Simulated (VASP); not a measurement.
Input:

```
CELL_PARAMETERS angstrom
     -1.88553     1.88553     1.88553
      1.88553    -1.88553     1.88553
      1.88553     1.88553    -1.88553
ATOMIC_POSITIONS crystal
  Sn 0.00000 0.00000 0.00000
```

The numbers are results of r2SCAN meta-GGA, VASP's PBE PAW potentials (set 64) (plane waves; VASP 6.6.1), not measurements. Run with 400 eV cut-off, 15×15×15 Γ-centred mesh, tetrahedra with Blöchl corrections, potentials Sn_d.

Task: Give the energies of bands 6 to 10 at the high-symmetry points, in eV from the Fermi level.

Result: 
```
band       Γ      H      N      P
----  ------  -----  -----  -----
6     -11.76  -2.24  -6.67  -5.26
7       8.56  -0.61  -4.77  -1.57
8       8.56  -0.61   3.79  -1.57
9       8.56  -0.61   5.90  -1.57
10     12.93   4.17   8.65  19.26
```

It has no gap at this level: it comes out as a metal or semimetal.

The structure was generated: Sn was put into the bcc type (Im-3m), which need not be its known phase. It was relaxed first.
